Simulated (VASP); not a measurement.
Here is a VASP 6.6.1 calculation.

File INCAR:

```
SYSTEM = C
  ALGO = Normal
  EDIFF = 1E-7
  EDIFFG = -0.002
  ENCUT = 520
  IBRION = 2
  ISIF = 3
  ISMEAR = 0
  LASPH = .TRUE.
  LCHARG = .FALSE.
  LREAL = .FALSE.
  LWAVE = .FALSE.
  NELM = 100
  NSW = 80
  PREC = Accurate
  SIGMA = 0.02
```

File KPOINTS:

```
k-points
0
G
  14 14 14
  0 0 0
```

File POSCAR:

```
C
1.0
    0.0000000000      1.7833700000      1.7833700000
    1.7833700000      0.0000000000      1.7833700000
    1.7833700000      1.7833700000      0.0000000000
C
2
Direct
    0.0000000000      0.0000000000      0.0000000000
    0.2500000000      0.2500000000      0.2500000000
```

Potentials or basis: VASP PAW LDA potentials, release 64 (C).

Run with:

```bash
$ cat potpaw_LDA.64/C/POTCAR > POTCAR
$ mpirun -np 1 vasp_std > vasp.out
```

(1) What does it give for the relaxed volume?

(2) Estimate the band gap on the k mesh.

(3) Predict the space group after relaxing (to 0.05 Å).

Answers

(1) 5.52 Å³/atom.

(2) 4.16 eV, indirect (least direct gap 5.62 eV).

(3) Fd-3m (No. 227).
